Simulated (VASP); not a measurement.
An input for Quantum ESPRESSO's pw.x (written as the equivalent of a VASP run, and not itself run):

```
&CONTROL
  calculation = 'scf'
  pseudo_dir = './pseudo'
  outdir = './out'
  tprnfor = .true.
  tstress = .true.
/
&SYSTEM
  ibrav = 0
  nat = 8
  ntyp = 3
  ecutwfc = 74
  occupations = 'tetrahedra'
  input_dft = 'pbesol'
/
&ELECTRONS
  conv_thr = 7.3e-09
  electron_maxstep = 100
/
ATOMIC_SPECIES
  Li 6.940 Li.upf
  Cl 35.450 Cl.upf
  K 39.098 K.upf
CELL_PARAMETERS angstrom
     0.0000000    2.7902574    2.7902574
     2.7902574    0.0000000    2.7902574
    11.5117200   11.5117200   -0.3506903
ATOMIC_POSITIONS crystal
  Li   0.9695894  0.9695894  0.0228080
  Li   0.0304106  0.0304106  0.2271920
  Cl   0.5000000  0.5000000  0.1250000
  Cl   0.5624376  0.5624376  0.3281718
  Cl   0.5000000  0.5000000  0.6250000
  Cl   0.4375624  0.4375624  0.9218282
  K    0.0310049  0.0310049  0.4767463
  K    0.9689951  0.9689951  0.7732537
K_POINTS automatic
  8 8 2 0 0 0
```

Write the VASP files for the same calculation (PBEsol).

This is not unique; one that fits is 
**INCAR**
```
SYSTEM = K2Li2Cl4
PREC = Accurate; ENCUT = 520; LREAL = .FALSE.
LASPH = .TRUE.
EDIFF = 1E-7; NELM = 100; ALGO = Normal
ISMEAR = -5
GGA = PS
ISIF = 2
LWAVE = .FALSE.; LCHARG = .TRUE.; LORBIT = 11
NEDOS = 601
LEFG = .TRUE.
```

KPOINTS:
```
Automatic mesh
0
Gamma
8 8 2
0 0 0
```

POSCAR:
```
K2Li2Cl4
1
    0.0000000000     2.7902574309     2.7902574309
    2.7902574309     0.0000000000     2.7902574309
   11.5117199855    11.5117199855    -0.3506902621
Li Cl K
2 4 2
Direct
  0.9695893573   0.9695893573   0.0228079820
  0.0304106427   0.0304106427   0.2271920180
  0.5000000000   0.5000000000   0.1250000000
  0.5624376053   0.5624376053   0.3281717960
  0.5000000000   0.5000000000   0.6250000000
  0.4375623947   0.4375623947   0.9218282040
  0.0310049421   0.0310049421   0.4767462934
  0.9689950579   0.9689950579   0.7732537066
```

POTCAR, in this order: Li_sv Cl K_sv (PBE.64 set). Program: vasp_std.

What does not carry over: the potentials are each code's own (VASP's PAW set, PseudoDojo norm-conserving files in pw.x), so ENCUT and ecutwfc are chosen apart and not converted; conv_thr bounds pw.x's estimated SCF error, while EDIFF bounds the energy change between steps; the field gradients of LEFG aren't asked of the other code.

The structure was generated: K2Li2Cl4 was put into an ordered model structure (R-3m), which need not be its known phase. It was relaxed first.
